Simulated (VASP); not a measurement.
BP (zinc blende) at three volumes. Computed with G0W0 on PBE orbitals, VASP's PBE PAW potentials (set 64) (plane waves; VASP). Settings: PREC = Normal, 500 eV cut-off, 4×4×4 Γ-centred mesh, Gaussian smearing of 0.010 eV, potentials B_GW P_GW.

The mesh is coarse and the basis finite, so the quasiparticle values are not converged.

```json
[
 {"V (Å³/atom)": "11.23", "PBE gap on the mesh (eV)": "1.24", "G0W0 gap (eV)": "1.90", "PBE direct gap (eV)": "3.45", "G0W0 direct gap (eV)": "4.34"},
 {"V (Å³/atom)": "11.70", "PBE gap on the mesh (eV)": "1.32", "G0W0 gap (eV)": "1.99", "PBE direct gap (eV)": "3.39", "G0W0 direct gap (eV)": "4.29"},
 {"V (Å³/atom)": "12.16", "PBE gap on the mesh (eV)": "1.40", "G0W0 gap (eV)": "2.07", "PBE direct gap (eV)": "3.33", "G0W0 direct gap (eV)": "4.24"}
]
```

Problem. Estimate the volume deformation potential dE/d ln V of the smallest direct gap at both levels.

Solution. From the outer points, -1.5 eV in PBE and -1.2 eV in G0W0.

Runs of the series that failed, ran out of time, didn't relax or are held back are left out.

The compound is BP in the zinc blende structure.
